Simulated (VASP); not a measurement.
Level of theory: PBEsol GGA, VASP's PBE PAW potentials (set 64) (plane waves; VASP).

The input files of a VASP run:

POSCAR:
```
Bi2TeSe2
1
    2.1385350000     1.2346840000    10.5654600000
   -2.1385350000     1.2346840000    10.5654600000
    0.0000000000    -2.4693680000    10.5654600000
Bi Te Se
2 1 2
Direct
  0.4006230000   0.4006230000   0.4006230000
  0.5993770000   0.5993770000   0.5993770000
  0.0000000000   0.0000000000   0.0000000000
  0.7818070000   0.7818070000   0.7818070000
  0.2181930000   0.2181930000   0.2181930000
```

KPOINTS:
```
Automatic
0
Gamma
  4 4 4
```

**INCAR**
```
# general
SYSTEM =Bi2TeSe2
PREC   =Accurate
ENCUT  =300   # plane-wave cut-off (eV)
LREAL  =F
LASPH  =T

# electronic loop
EDIFF  =1E-6   # SCF stop (eV)
NELM   =100   # most electronic steps
ALGO   =Normal
LMAXMIX=4

# smearing
ISMEAR =0   # Gaussian
SIGMA  =0.01   # width (eV)

# functional
GGA    =PS   # PBEsol

# ions
ISIF   =2

# output
LWAVE  =F
LCHARG =F
```

**KPOINTS_OPT**
```
k-points along high-symmetry lines
8
Line-mode
Reciprocal
  0.000000   0.000000   0.000000 ! GAMMA
  0.500000   0.500000   0.500000 ! T

  0.500000   0.500000   0.500000 ! T
  0.824229   0.175771   0.500000 ! H_2

  0.500000  -0.175771   0.175771 ! H_0
  0.500000   0.000000   0.000000 ! L

  0.500000   0.000000   0.000000 ! L
  0.000000   0.000000   0.000000 ! GAMMA

  0.000000   0.000000   0.000000 ! GAMMA
  0.337885  -0.337885   0.000000 ! S_0

  0.662115   0.000000   0.337885 ! S_2
  0.500000   0.000000   0.500000 ! F

  0.500000   0.000000   0.500000 ! F
  0.000000   0.000000   0.000000 ! GAMMA
```

POTCAR, in this order: Bi_d Te Se (PBE.64 set). Program: vasp_std.

At this cut-off the stress carries a Pulay error, which pulls relaxed volumes low. Unless said otherwise, spin-orbit coupling is left out, though it shifts the bands of the heavy elements here.

Problem. What does the run give for the energy per atom (σ→0), pressure, largest force, band gap (over mesh and band path)?

Solution. 
| Item | Result |
|---|---|
| energy per atom (σ→0) | -4.243 eV/atom |
| band gap (over mesh and band path) | 0.86 eV |
| pressure | -2.60 GPa |
| largest force | 0.199 eV/Å |

File OSZICAR:
```
...
DAV:  13    -0.212165582212E+02   -0.23062E-05   -0.57525E-06   704   0.172E-02    0.247E-03
DAV:  14    -0.212165581357E+02    0.85507E-07   -0.75764E-07   508   0.777E-03
   1 F= -.21216558E+02 E0= -.21216558E+02  d E =-.116923E-16
       N       E                     dE             ncg
       N       E                     dE             ncg
       N       E                     dE             ncg
       N       E                     dE             ncg
       N       E                     dE             ncg
```

The structure comes from a computed database's Bi2TeSe2 entry (R-3m); how it stands against other phases isn't given here. The cell was not relaxed at this level. The k-mesh is coarse (spacing up to 0.43 per Å, 2π included), so the numbers may not be converged in it.
